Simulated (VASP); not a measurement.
Data:

```
TaAs
1.0
    3.20312     0.00000     0.00000
    0.00000     3.20312     0.00000
    0.00000     0.00000     3.20312
Ta As
1 1
Direct
  0.00000   0.00000   0.00000
  0.50000   0.50000   0.50000
```

All values below come from r2SCAN meta-GGA, VASP's PBE PAW potentials (set 64) (plane waves; VASP). Run with 400 eV cut-off, 13×13×13 Γ-centred mesh, tetrahedra with Blöchl corrections, potentials Ta_pv As.

Q: Give the energies of bands 5 to 11 at the high-symmetry points, in eV from the Fermi level.

A: 
```csv
band,Γ,X,M,R
5,-3.30,-8.80,-5.26,-6.80
6,-3.30,-2.49,-5.26,-6.80
7,-0.12,-2.49,-3.46,-6.80
8,-0.12,-2.28,0.16,2.96
9,-0.12,2.65,0.16,2.96
10,2.26,3.79,1.96,2.96
11,2.26,6.04,2.55,4.34
```

It has no gap at this level: it comes out as a metal or semimetal.

The structure was generated: TaAs was put into the CsCl type (Pm-3m), which need not be its known phase. It was relaxed first.
